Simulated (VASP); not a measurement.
Level of theory: r2SCAN meta-GGA, VASP's PBE PAW potentials (set 64) (plane waves; VASP).

The input files of a VASP run:

**INCAR**
```
# general
SYSTEM  = PbBrF
PREC    = Accurate
ENCUT   = 520
LREAL   = .FALSE.   # projection in real space or not
LASPH   = .TRUE.   # aspherical one-centre terms

# electronic loop
EDIFF   = 1E-6
NELM    = 100   # most electronic steps
ALGO    = Normal   # blocked Davidson
LMAXMIX = 4
LMIXTAU = .TRUE.

# smearing
ISMEAR  = 0   # Gaussian
SIGMA   = 0.05   # width (eV)

# functional
METAGGA = R2SCAN

# ions
IBRION  = 2   # conjugate gradients
NSW     = 60   # most ionic steps
ISIF    = 3   # ions, shape and volume
EDIFFG  = -0.02   # ionic stop

# output
LWAVE   = .FALSE.
LCHARG  = .FALSE.
```

**POSCAR**
```
PbBrF
1.0
  4.1323517582   0.0000000000   0.0000000000
  0.0000000000   4.1323517582   0.0000000000
  0.0000000000   0.0000000000   7.5995070122
Pb Br F
2 2 2
Cartesian
  0.0000000000   2.0661758791   6.1257422153
  2.0661758791   0.0000000000   1.4737647969
  2.0661758791   0.0000000000   4.9129819594
  4.1323517582   2.0661758791   2.6865250528
  2.0661758791   2.0661758791   0.0000000000
  4.1323517582   0.0000000000   0.0000000000
```

KPOINTS:
```
Automatic mesh
0
Gamma
5 5 3
```

POTCAR, in this order: Pb_d Br F (PBE.64 set). Program: vasp_std.

Output of the run:

**OSZICAR**
```
...
DAV:   5    -0.156429575529E+03   -0.21213E-01   -0.19874E-02   794   0.125E+00    0.149E-01
DAV:   6    -0.156430975484E+03   -0.14000E-02   -0.89333E-03   797   0.727E-01    0.105E-01
DAV:   7    -0.156433808866E+03   -0.28334E-02   -0.17682E-03  1007   0.374E-01    0.338E-02
DAV:   8    -0.156434427978E+03   -0.61911E-03   -0.45393E-04   799   0.180E-01    0.214E-02
DAV:   9    -0.156434591007E+03   -0.16303E-03   -0.10015E-04   856   0.962E-02    0.131E-02
DAV:  10    -0.156434646946E+03   -0.55939E-04   -0.88014E-05   847   0.605E-02    0.487E-03
DAV:  11    -0.156434628793E+03    0.18153E-04   -0.12594E-05   900   0.331E-02    0.398E-03
DAV:  12    -0.156434649672E+03   -0.20879E-04   -0.27490E-06   715   0.165E-02    0.242E-03
DAV:  13    -0.156434649395E+03    0.27631E-06   -0.87954E-07   514   0.732E-03
   2 F= -.15643465E+03 E0= -.15643465E+03  d E =-.200605E-01
       N       E                     dE             d eps       ncg     rms          rms(c)
DAV:   1    -0.156451443118E+03   -0.16793E-01   -0.48678E-01  1003   0.802E+00    0.828E-01
DAV:   2    -0.156436747369E+03    0.14696E-01   -0.43500E-02   896   0.220E+00    0.235E-01
DAV:   3    -0.156434785294E+03    0.19621E-02   -0.62267E-03   941   0.877E-01    0.720E-02
DAV:   4    -0.156434729666E+03    0.55629E-04   -0.16858E-03  1022   0.496E-01    0.330E-02
DAV:   5    -0.156435258468E+03   -0.52880E-03   -0.52355E-04   798   0.197E-01    0.244E-02
DAV:   6    -0.156435172376E+03    0.86092E-04   -0.29969E-04   800   0.130E-01    0.164E-02
DAV:   7    -0.156435370789E+03   -0.19841E-03   -0.67312E-05   816   0.659E-02    0.583E-03
DAV:   8    -0.156435389835E+03   -0.19046E-04   -0.12507E-05   850   0.304E-02    0.335E-03
DAV:   9    -0.156435392617E+03   -0.27821E-05   -0.22369E-06   655   0.148E-02    0.166E-03
DAV:  10    -0.156435393639E+03   -0.10225E-05   -0.20947E-06   605   0.984E-03    0.921E-04
DAV:  11    -0.156435393208E+03    0.43168E-06   -0.39781E-07   426   0.703E-03
   3 F= -.15643539E+03 E0= -.15643539E+03  d E =-.208043E-01
       N       E                     dE             d eps       ncg     rms          rms(c)
DAV:   1    -0.156434107468E+03    0.12862E-02   -0.72159E-01   805   0.419E+00    0.193E-01
DAV:   2    -0.156437595329E+03   -0.34879E-02   -0.34813E-02  1066   0.127E+00    0.113E-01
DAV:   3    -0.156437792574E+03   -0.19724E-03   -0.13643E-03  1108   0.322E-01    0.599E-02
DAV:   4    -0.156437707159E+03    0.85415E-04   -0.38858E-04   894   0.193E-01    0.187E-02
DAV:   5    -0.156437825738E+03   -0.11858E-03   -0.15929E-04   828   0.966E-02    0.942E-03
DAV:   6    -0.156437830407E+03   -0.46688E-05   -0.16621E-05   952   0.335E-02    0.364E-03
DAV:   7    -0.156437830662E+03   -0.25503E-06   -0.47180E-06   834   0.225E-02
   4 F= -.15643783E+03 E0= -.15643783E+03  d E =-.243745E-02
       N       E                     dE             d eps       ncg     rms          rms(c)
DAV:   1    -0.156415219691E+03    0.22611E-01   -0.47991E+00   804   0.110E+01    0.500E-01
DAV:   2    -0.156438734582E+03   -0.23515E-01   -0.23301E-01  1008   0.316E+00    0.282E-01
DAV:   3    -0.156440308017E+03   -0.15734E-02   -0.12568E-02  1158   0.857E-01    0.153E-01
DAV:   4    -0.156439847936E+03    0.46008E-03   -0.25259E-03   878   0.481E-01    0.505E-02
DAV:   5    -0.156440561360E+03   -0.71342E-03   -0.95643E-04   832   0.240E-01    0.228E-02
DAV:   6    -0.156440565261E+03   -0.39010E-05   -0.13726E-04   878   0.998E-02    0.833E-03
DAV:   7    -0.156440596668E+03   -0.31407E-04   -0.44716E-05   842   0.577E-02    0.432E-03
DAV:   8    -0.156440599919E+03   -0.32516E-05   -0.10477E-05   858   0.272E-02    0.196E-03
DAV:   9    -0.156440603776E+03   -0.38573E-05   -0.32299E-06   740   0.154E-02    0.601E-04
DAV:  10    -0.156440604173E+03   -0.39674E-06   -0.35459E-07   512   0.653E-03
   5 F= -.15644060E+03 E0= -.15644060E+03  d E =-.521097E-02
       N       E                     dE             d eps       ncg     rms          rms(c)
DAV:   1    -0.156441374850E+03   -0.77107E-03   -0.18492E-01   792   0.242E+00    0.203E-01
DAV:   2    -0.156441594420E+03   -0.21957E-03   -0.79877E-03   951   0.647E-01    0.727E-02
DAV:   3    -0.156441620868E+03   -0.26448E-04   -0.43068E-04   923   0.191E-01    0.482E-02
DAV:   4    -0.156441553828E+03    0.67040E-04   -0.19900E-04   986   0.139E-01    0.137E-02
DAV:   5    -0.156441603531E+03   -0.49703E-04   -0.65073E-05   847   0.657E-02    0.647E-03
DAV:   6    -0.156441594347E+03    0.91845E-05   -0.19327E-05   844   0.341E-02    0.451E-03
DAV:   7    -0.156441606861E+03   -0.12514E-04   -0.61641E-06   729   0.182E-02    0.219E-03
DAV:   8    -0.156441605397E+03    0.14636E-05   -0.76777E-07   500   0.782E-03    0.112E-03
DAV:   9    -0.156441606716E+03   -0.13187E-05   -0.61525E-07   433   0.764E-03    0.349E-04
DAV:  10    -0.156441606810E+03   -0.94428E-07   -0.14440E-07   408   0.389E-03
   6 F= -.15644161E+03 E0= -.15644161E+03  d E =-.100264E-02
       N       E                     dE             d eps       ncg     rms          rms(c)
DAV:   1    -0.156441144165E+03    0.46255E-03   -0.10135E+00   792   0.567E+00    0.477E-01
DAV:   2    -0.156442486316E+03   -0.13422E-02   -0.44050E-02   942   0.151E+00    0.172E-01
DAV:   3    -0.156442644554E+03   -0.15824E-03   -0.23313E-03   919   0.443E-01    0.114E-01
DAV:   4    -0.156442273837E+03    0.37072E-03   -0.10798E-03   958   0.325E-01    0.325E-02
DAV:   5    -0.156442546460E+03   -0.27262E-03   -0.34563E-04   835   0.152E-01    0.153E-02
DAV:   6    -0.156442493667E+03    0.52793E-04   -0.10480E-04   922   0.794E-02    0.105E-02
DAV:   7    -0.156442565087E+03   -0.71420E-04   -0.35746E-05   821   0.437E-02    0.508E-03
DAV:   8    -0.156442558599E+03    0.64878E-05   -0.44360E-06   781   0.176E-02    0.253E-03
DAV:   9    -0.156442564459E+03   -0.58598E-05   -0.31182E-06   681   0.160E-02    0.752E-04
DAV:  10    -0.156442565175E+03   -0.71539E-06   -0.68784E-07   492   0.763E-03
   7 F= -.15644257E+03 E0= -.15644257E+03  d E =-.196100E-02
       N       E                     dE             d eps       ncg     rms          rms(c)
DAV:   1    -0.156445597616E+03   -0.30332E-02   -0.27273E-01  1020   0.425E+00    0.401E-01
DAV:   2    -0.156442803497E+03    0.27941E-02   -0.10899E-02   919   0.103E+00    0.138E-01
DAV:   3    -0.156442560641E+03    0.24286E-03   -0.20048E-03   929   0.444E-01    0.581E-02
DAV:   4    -0.156442402554E+03    0.15809E-03   -0.75933E-04   988   0.285E-01    0.324E-02
DAV:   5    -0.156442623146E+03   -0.22059E-03   -0.17106E-04   856   0.115E-01    0.197E-02
DAV:   6    -0.156442583722E+03    0.39424E-04   -0.52696E-05  1050   0.535E-02    0.850E-03
DAV:   7    -0.156442605729E+03   -0.22007E-04   -0.60482E-05   800   0.724E-02    0.491E-03
DAV:   8    -0.156442630830E+03   -0.25101E-04   -0.13191E-05   800   0.316E-02    0.341E-03
DAV:   9    -0.156442631826E+03   -0.99566E-06   -0.66361E-07   549   0.767E-03
   8 F= -.15644263E+03 E0= -.15644263E+03  d E =-.666511E-04
       N       E                     dE             d eps       ncg     rms          rms(c)
DAV:   1    -0.156443141346E+03   -0.51052E-03   -0.42145E-02  1021   0.168E+00    0.156E-01
DAV:   2    -0.156442714441E+03    0.42690E-03   -0.16534E-03   920   0.402E-01    0.542E-02
DAV:   3    -0.156442675699E+03    0.38742E-04   -0.30825E-04   931   0.174E-01    0.228E-02
DAV:   4    -0.156442649459E+03    0.26240E-04   -0.12239E-04   990   0.113E-01    0.134E-02
DAV:   5    -0.156442682518E+03   -0.33059E-04   -0.26889E-05   854   0.451E-02    0.787E-03
DAV:   6    -0.156442676487E+03    0.60311E-05   -0.69357E-06   849   0.202E-02    0.319E-03
DAV:   7    -0.156442678207E+03   -0.17200E-05   -0.83989E-06   800   0.275E-02    0.205E-03
DAV:   8    -0.156442682158E+03   -0.39509E-05   -0.20986E-06   616   0.133E-02    0.140E-03
DAV:   9    -0.156442682460E+03   -0.30173E-06   -0.17633E-07   410   0.402E-03
   9 F= -.15644268E+03 E0= -.15644268E+03  d E =-.117285E-03
```

File OUTCAR:
```
------------------------ aborting loop because EDIFF is reached ----------------------------------------
  FORCE on cell =-STRESS in cart. coord.  units (eV):
  Direction    XX          YY          ZZ          XY          YZ          ZX
  --------------------------------------------------------------------------------------
  Total        0.0203332      0.0203332      0.0869048      0.0000000      0.0000000      0.0000000
  in kB        0.2426775      0.2426775      1.0372129      0.0000000      0.0000000      0.0000000
  external PRESSURE =       0.5075227 kB  Pullay stress =       0.0000000 kB
  volume of cell :      134.24
      direct lattice vectors                 reciprocal lattice vectors
     4.186553822  0.000000000  0.000000000     0.238859941  0.000000000  0.000000000
     0.000000000  4.186553822 -0.000000000     0.000000000  0.238859941 -0.000000000
     0.000000000  0.000000000  7.659021886     0.000000000  0.000000000  0.130564975
 POSITION                                       TOTAL-FORCE (eV/Angst)
 -----------------------------------------------------------------------------------
      0.00000      2.09328      6.19987         0.000000      0.000000      0.012061
      2.09328      4.18655      1.45916         0.000000     -0.000000     -0.012061
      2.09328      0.00000      4.99529         0.000000     -0.000000     -0.005636
      0.00000      2.09328      2.66373         0.000000      0.000000      0.005636
      2.09328      2.09328      0.00000         0.000000     -0.000000      0.000000
      0.00000      0.00000      0.00000         0.000000      0.000000      0.000000
 -----------------------------------------------------------------------------------
    total drift:                                0.000000     -0.000000     -0.000000
  FREE ENERGIE OF THE ION-ELECTRON SYSTEM (eV)
  ---------------------------------------------------
  free  energy   TOTEN  =      -156.4426824599 eV

  energy  without entropy=     -156.4426824599  energy(sigma->0) =     -156.44268246

 reached required accuracy - stopping structural energy minimisation
```
(Selected blocks of OUTCAR.)

File CONTCAR:
```
PbBrF
   1.00000000000000
     4.1865538224382881    0.0000000000000000    0.0000000000000000
     0.0000000000000000    4.1865538224382881   -0.0000000000000000
     0.0000000000000000    0.0000000000000000    7.6590218864592705
  Pb              Br              F
     2     2     2
Direct
     0.0000000000000000    0.5000000000000000    0.8094853765236717
     0.5000000000000000    1.0000000000000000    0.1905146234763283
     0.5000000000000000    0.0000000000000000    0.6522098903353926
     0.0000000000000000    0.5000000000000000    0.3477901096646075
     0.5000000000000000    0.5000000000000000    0.0000000000000000
     0.0000000000000000    0.0000000000000000    0.0000000000000000
```

Energy and stress use the plane-wave basis of the starting cell.

The structure comes from a computed database's PbBrF entry (P4/nmm); how it stands against other phases isn't given here. This run relaxes it. Symmetry was kept, so distortions that lower it aren't found. The start is the result of an earlier pass.
